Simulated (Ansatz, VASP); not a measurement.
**Sn2SeO: VASP beside Ansatz**

One calculation is typed for both programs; each brings its own data sets. How far apart do they land? The cell is generated by rule, not measured, and may not be a known phase. The cell is taken from a series of runs on this material, whose earlier steps may have relaxed, scaled, displaced or heated it; both programs get it as it stands.

Main program and level: Ansatz 0.2.0; plane waves, with VASP 6.6.1 beside it; PBEsol.

The structure was built from a prototype and need not be the compound's stable phase.

### 1. The structure

Symmetry: P-4m2, No. 115, tetragonal system. The conventional cell has a = 4.437 Å, b = 4.437 Å, c = 4.571 Å, α = 90.00°, β = 90.00°, γ = 90.00°. Sn has 2 Se at 2.59 Å and 2 O at 2.59 Å nearest. Nearest to Se lie 4 Sn at 2.59 Å. Nearest to O lie 4 Sn at 2.59 Å. Farther neighbours and most contacts between anions are not listed.

Structure file:

```cif
data_structure
_symmetry_space_group_name_H-M 'P 1'
_symmetry_Int_Tables_number 1
_cell_length_a 4.4371
_cell_length_b 4.4371
_cell_length_c 4.5707
_cell_angle_alpha 90.000
_cell_angle_beta 90.000
_cell_angle_gamma 90.000
_cell_volume 89.99
loop_
_atom_site_label
_atom_site_type_symbol
_atom_site_fract_x
_atom_site_fract_y
_atom_site_fract_z
_atom_site_occupancy
Sn1 Sn 0.50000 0.00000 0.29314 1
Sn2 Sn 0.00000 0.50000 0.70686 1
Se3 Se 0.00000 0.00000 0.00000 1
O4 O 0.50000 0.50000 0.00000 1
```

### 2. Ansatz: zone-centre phonons, PBEsol

Ansatz runs on norm-conserving files, of PseudoDojo where its log says so.

Second derivatives magnify differences that forces hide, and they need a tight electronic threshold.

The input, input.yaml:

```yaml
crystal:
  lattice:
    - [4.4371263411, 0.0, 0.0]
    - [0.0, 4.4371263411, 0.0]
    - [0.0, 0.0, 4.5707359328]
  atoms:
    - { symbol: Sn, position: [0.5, 0.0, 0.2931417127] }
    - { symbol: Sn, position: [0.0, 0.5, 0.7068582873] }
    - { symbol: Se, position: [0.0, 0.0, 0.0] }
    - { symbol: O, position: [0.5, 0.5, 0.0] }
kpoints:
  mp_grid: { grid: [12, 12, 12] }
hamiltonian:
  xc: pbesol
  pseudopotentials: { kind: nc, accuracy: standard }
scf:
  occupations: { method: methfessel_paxton, width: 0.2 }
output:
  eigenvalues: true
phonons:
  method: dfpt
```

The run is started by

```console
ansatz run input.yaml --threads 8 --pin off --max-ram 14336MiB --backend cpu --events-out ev --progress --plain --runs-dir out
```

Numbers of over 12 decimals in the logs are rounded to 6 here.

The log of the run:

```text
zone centre: on kpoints.mp_grid the ground state, and the responses unless they are solved on pairs of k-points, stand on 343 of the mesh's 1728 k-points, reduced under 4 symmetry operations, with k and −k counted as one. Each operation leaves every solved displacement unchanged or reverses it
Engine: ansatz 0.2.0, aarch64-unknown-linux-gnu
Pseudopotentials: kind: nc
Pseudopotential: Sn, nc, valence charge 14, recommended cutoff 979.609905 eV (normal), Sn.nc.azcp (PseudoDojo's, or run here from an input of PseudoDojo's; its table is named by hamiltonian.pseudopotentials.accuracy)
Pseudopotential: Se, nc, valence charge 16, recommended cutoff 1170.089609 eV (normal), Se.nc.azcp (PseudoDojo's, or run here from an input of PseudoDojo's; its table is named by hamiltonian.pseudopotentials.accuracy)
Pseudopotential: O, nc, valence charge 6, recommended cutoff 1142.878222 eV (normal), O.nc.azcp (PseudoDojo's, or run here from an input of PseudoDojo's; its table is named by hamiltonian.pseudopotentials.accuracy)
Functional definition: PBEsol
  exchange = pbesol_x
  correlation = pbesol_c
Crystal: 4 atoms, lattice volume = 89.989 Å³
Basis set: ecut = 1170.089609 eV, 8201 PW (Γ), exchange–correlation on 100×100×108 points (8 copies of the dense FFT grid, shifted against one another)
Bands: 30, of which v1, the nominal top of the filled ones, is band 25 counted from 1 (24 counted from 0)
Symmetry: 8 space group operations
k-points: 343 of 1728 (irreducible under 4 space group operations, time reversal used)
Non-local potential: Sn, projectors of the file, l = 0: 2, l = 1: 2, l = 2: 2, l = 3: 2
Non-local potential: Se, projectors of the file, l = 0: 2, l = 1: 2, l = 2: 2
Non-local potential: O, projectors of the file, l = 0: 2, l = 1: 2, l = 2: 1
Initial density: superposition of atomic densities (chi_scale 0.1, normalization cell, long waves kept (reshape's long-wave potential 0.01 eV rms))
Initial wavefunctions: pseudopotential atomic-orbital guess
Functional: x = pbesol(κ = 0.804, μ = 0.123457), c = pbesol(β = 0.046)
SCF iter   1: F=—  HF=-8024.973497 eV  |F-HF|=—  |Δ(HF+E_count)|=         —  Δρ=6.84e-2  dr2=4.64e0  ethr=3.10e-3  ⟨swp⟩=6.2  Hψ=42768  notcnv=0
preconditioner: auto → Kerker (q_TF=auto, 2.474 Å⁻¹)  [metal: Δε(μ)=0.007 eV  Ē_g=17.271 eV  σ=0.200 eV  W_gap=0.03  n_scr=26 (ndim 8)  ℏωp=24.8 eV  f_vac=0.000  D(μ)=0.58/eV (n_scr^D=0)]
SCF iter   2: F=—  HF=-8024.365921 eV  |F-HF|=—  |Δ(HF+E_count)|=   6.08e-1  S|Δr|=    0.00e0  Δρ=3.50e-2  dr2=1.11e0  ethr=3.10e-3  ⟨swp⟩=3.0  Hψ=18891  notcnv=0  defer=253
SCF iter   3: F=—  HF=-8024.175249 eV  |F-HF|=—  |Δ(HF+E_count)|=   1.91e-1  S|Δr|=    0.00e0  Δρ=1.37e-2  dr2=2.00e-1  ethr=2.23e-3  ⟨swp⟩=2.0  Hψ=15070  notcnv=0  defer=258
SCF iter   4: F=—  HF=-8024.126937 eV  |F-HF|=—  |Δ(HF+E_count)|=   4.83e-2  S|Δr|=    0.00e0  Δρ=3.95e-3  dr2=2.16e-2  ethr=4.01e-4  ⟨swp⟩=2.7  Hψ=19521  notcnv=0  defer=258
SCF iter   5: F=—  HF=-8024.124029 eV  |F-HF|=—  |Δ(HF+E_count)|=   2.91e-3  S|Δr|=    0.00e0  Δρ=1.04e-3  dr2=1.70e-3  ethr=4.32e-5  ⟨swp⟩=2.6  Hψ=16470  notcnv=0  defer=258
SCF iter   6: F=—  HF=-8024.123961 eV  |F-HF|=—  |Δ(HF+E_count)|=   6.74e-5  S|Δr|=    0.00e0  Δρ=3.54e-4  dr2=1.92e-4  ethr=3.41e-6  ⟨swp⟩=2.6  Hψ=16200  notcnv=0  defer=258
SCF iter   7: F=—  HF=-8024.123995 eV  |F-HF|=—  |Δ(HF+E_count)|=   3.39e-5  S|Δr|=    0.00e0  Δρ=1.47e-4  dr2=3.43e-5  ethr=3.85e-7  ⟨swp⟩=2.6  Hψ=16825  notcnv=0  defer=258
SCF iter   8: F=—  HF=-8024.123981 eV  |F-HF|=—  |Δ(HF+E_count)|=   1.46e-5  S|Δr|=    0.00e0  Δρ=3.93e-5  dr2=1.93e-6  ethr=6.87e-8  ⟨swp⟩=3.0  Hψ=17337  notcnv=0  defer=258
SCF iter   9: F=—  HF=-8024.123795 eV  |F-HF|=—  |Δ(HF+E_count)|=   1.86e-4  S|Δr|=    0.00e0  Δρ=1.08e-5  dr2=1.54e-7  ethr=3.85e-9  ⟨swp⟩=2.1  Hψ=16265  notcnv=0  defer=273
SCF iter  10: F=—  HF=-8024.123795 eV  |F-HF|=—  |Δ(HF+E_count)|=   4.05e-8  S|Δr|=    0.00e0  Δρ=2.47e-6  dr2=6.77e-9  ethr=3.07e-10  ⟨swp⟩=2.0  Hψ=12727  notcnv=0  defer=273
SCF iter  11: F=—  HF=-8024.123795 eV  |F-HF|=—  |Δ(HF+E_count)|=   2.82e-9  S|Δr|=    0.00e0  Δρ=6.05e-7  dr2=4.39e-10  ethr=1.35e-11  ⟨swp⟩=2.0  Hψ=13178  notcnv=0  defer=273
SCF iter  12: F=—  HF=-8024.123795 eV  |F-HF|=—  |Δ(HF+E_count)|=  6.91e-11  S|Δr|=    0.00e0  Δρ=2.24e-7  dr2=8.08e-11  ethr=1.00e-12  ⟨swp⟩=2.2  Hψ=13239  notcnv=0  defer=273
SCF iter  13: F=—  HF=-8024.123795 eV  |F-HF|=—  |Δ(HF+E_count)|=  9.09e-13  S|Δr|=    0.00e0  Δρ=1.90e-7  dr2=3.58e-11  ethr=1.00e-12  ⟨swp⟩=1.4  Hψ=10145  notcnv=0  defer=273
SCF iter  14: F=-8024.123795 eV  HF=-8024.123795 eV  |F-HF|=5.46e-12  |Δ(HF+E_count)|=  9.09e-13  S|Δr|=    0.00e0  Δρ=3.68e-8  dr2=1.44e-12  ethr=1.00e-12  ⟨swp⟩=10.9  Hψ=55056  notcnv=0
SCF 1 converged in 14 iterations: F = -8024.123795 eV  dr2 = 1.44e-12
DFPT response loops at Γ: preconditioner auto → Kerker (q_TF=auto, 2.474 Å⁻¹) (partly filled bands, converged f_vac=0.000); β = 1.00, the filter's whole step (`scf.mixing.beta` (0.50) is not read by the response loops under this deck's `scf.mixing.preconditioner`; to damp them name `kerker` or `kerker_dos`, under which they read `scf.mixing.beta`, and type it under 1.00, their step now; both keys bind the ground state too); Broyden in place of MSR1
SCF converged after 14 iterations
Stability not checked: this state was not tested for a lower state beside it, because cold or Methfessel-Paxton smearing, or corrected tetrahedra, fill the levels in a way that the test cannot read (fill_not_monotonic; see scf.lower_state_search)
Free energy (F): -8024.123795 eV
Harris-Foulkes:  -8024.123795 eV  (|F-HF|=5.46e-12)
Internal energy: -8024.125102 eV  (E = F + TS)
E sigma→0 (E₀):  -8024.124122 eV
Entropy (-TS):   0.001307 eV (0.327 meV/atom)
Fermi energy:    8.963625 eV
--- Per-component energies (eV) ---
  E_band       = -568.297644
  E_kinetic    = 4979.998105
  E_local      = -4979.835649  (includes V_loc(G=0)·N_el)
  E_nonlocal   = -3622.260861
  E_hartree    = 2160.446629
  E_xc         = -1951.867747
  E_vxc        = -1267.092490  (∫ρ·V_xc dr)
  E_ewald      = -4610.605578
  E_smearing   = 0.001307  (= −TS)
  E_closure    = -0.000000  (closes the sum)
  Σ components = -8024.123795   (vs F -8024.123795, Δ=0.00e0)
--- Band table (eV; the first three rows and the last of 343) ---
  k-point 0: bands = [... 21 lower, 7.5481, 7.6499, 7.6499, 7.9562, 10.6728, 12.6659, 12.6659, 12.8289, ... 1 higher]
  k-point 1: bands = [... 21 lower, 7.5192, 7.6479, 7.6479, 8.0103, 10.6123, 12.2319, 12.2319, 12.6689, ... 1 higher]
  k-point 2: bands = [... 21 lower, 7.4426, 7.6406, 7.6406, 8.1685, 10.3944, 11.5771, 11.5771, 12.3292, ... 1 higher]
  k-point 342: bands = [... 21 lower, 5.8719, 5.8719, 8.4681, 8.4681, 11.2190, 12.2242, 13.9896, 15.1322, ... 1 higher]
--- Phonons (Γ-DFPT): 7 representative perturbations + reference, on 343 of 1728 k-points (Σ response iterations 29) ---
  k mesh reduced under 4 symmetry operations, with k and −k counted as one. Each operation leaves every solved displacement unchanged or reverses it
  ASR residual: 7.009e-5 → 0.000e0 eV/Å²; symmetrization residual: 2.798e-5 eV/Å²
  ASR residual per site (eV/Å²): 3.91e-5 3.91e-5 6.28e-5 7.01e-5
  Γ frequencies (cm⁻¹): -150.11 -150.11 0.00 0.00 0.00 136.74 140.38 140.38 164.66 202.01 224.83 224.83
  non-analytic LO–TO correction: not included (Born effective charges unavailable; polar crystals: no LO–TO splitting at Γ)
```

(Continued in part 2 of 3.)

[Lines on the potential files, build, host, timing and source positions are cut from VASP's logs without a mark.]

[Logs are printed without paths, hosts, clocks, repeated set-up lines and the standing remarks that a program may print on its own settings, such as how far it seeks lower states.]

[Hosts, paths, dates, database ids (printed as entryN), source tags and the programs' standing remarks are cut or masked in the printed files.]
